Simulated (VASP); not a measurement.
An input for Quantum ESPRESSO's pw.x (written as the equivalent of a VASP run, and not itself run):

```
&CONTROL
  calculation = 'scf'
  pseudo_dir = './pseudo'
  outdir = './out'
  tprnfor = .true.
  tstress = .true.
/
&SYSTEM
  ibrav = 0
  nat = 14
  ntyp = 2
  ecutwfc = 84
  occupations = 'smearing'
  smearing = 'gaussian'
  degauss = 0.000735
  input_dft = 'pbe'
/
&ELECTRONS
  conv_thr = 7.3e-08
  electron_maxstep = 100
/
ATOMIC_SPECIES
  Si 28.085 Si.upf
  N 14.007 N.upf
CELL_PARAMETERS angstrom
     7.6045400    0.0000000    0.0000000
    -3.8022700    6.5857250    0.0000000
     0.0000000    0.0000000    2.9052000
ATOMIC_POSITIONS crystal
  Si   0.2310800  0.8249500  0.7500000
  Si   0.7689200  0.1750500  0.2500000
  Si   0.4061300  0.2310800  0.2500000
  Si   0.5938700  0.7689200  0.7500000
  Si   0.1750500  0.4061300  0.7500000
  Si   0.8249500  0.5938700  0.2500000
  N    0.3333330  0.6666670  0.7500000
  N    0.6666670  0.3333330  0.2500000
  N    0.9691900  0.6698500  0.7500000
  N    0.0308100  0.3301500  0.2500000
  N    0.2993400  0.9691900  0.2500000
  N    0.7006600  0.0308100  0.7500000
  N    0.3301500  0.2993400  0.7500000
  N    0.6698500  0.7006600  0.2500000
K_POINTS automatic
  3 3 6 0 0 0
```

Problem. Write the VASP files for the same calculation (PBE).

Solution. One answer among several that fit: 
File KPOINTS:
```
K-points
0
gamma
 3 3 6
0 0 0
```

File POSCAR:
```
Si3N4
1
    7.6045400000     0.0000000000     0.0000000000
   -3.8022700000     6.5857250000     0.0000000000
    0.0000000000     0.0000000000     2.9052000000
Si N
6 8
Direct
  0.2310800000   0.8249500000   0.7500000000
  0.7689200000   0.1750500000   0.2500000000
  0.4061300000   0.2310800000   0.2500000000
  0.5938700000   0.7689200000   0.7500000000
  0.1750500000   0.4061300000   0.7500000000
  0.8249500000   0.5938700000   0.2500000000
  0.3333330000   0.6666670000   0.7500000000
  0.6666670000   0.3333330000   0.2500000000
  0.9691900000   0.6698500000   0.7500000000
  0.0308100000   0.3301500000   0.2500000000
  0.2993400000   0.9691900000   0.2500000000
  0.7006600000   0.0308100000   0.7500000000
  0.3301500000   0.2993400000   0.7500000000
  0.6698500000   0.7006600000   0.2500000000
```

**INCAR**
```
! general
SYSTEM=Si3N4
PREC  =Accurate
ENCUT =400
LREAL =Auto
LASPH =.TRUE.

! electronic loop
EDIFF =1E-6
NELM  =100
ALGO  =Normal

! smearing
ISMEAR=0
SIGMA =0.01

! functional
GGA   =PE

! ions
ISIF  =2

! output
LWAVE =.FALSE.
LCHARG=.FALSE.
```

POTCAR, in this order: Si N (PBE.64 set). Program: vasp_std.

Limits of the translation: the potentials are each code's own (VASP's PAW set, PseudoDojo norm-conserving files in pw.x), so ENCUT and ecutwfc are chosen apart and not converted; conv_thr bounds pw.x's estimated SCF error, while EDIFF bounds the energy change between steps.

The structure comes from a computed database's Si3N4 entry; how it stands against other phases isn't given here. The cell was not relaxed at this level. The run is one of a series of settings (GGA = PE against the base run), some of them coarse on purpose.
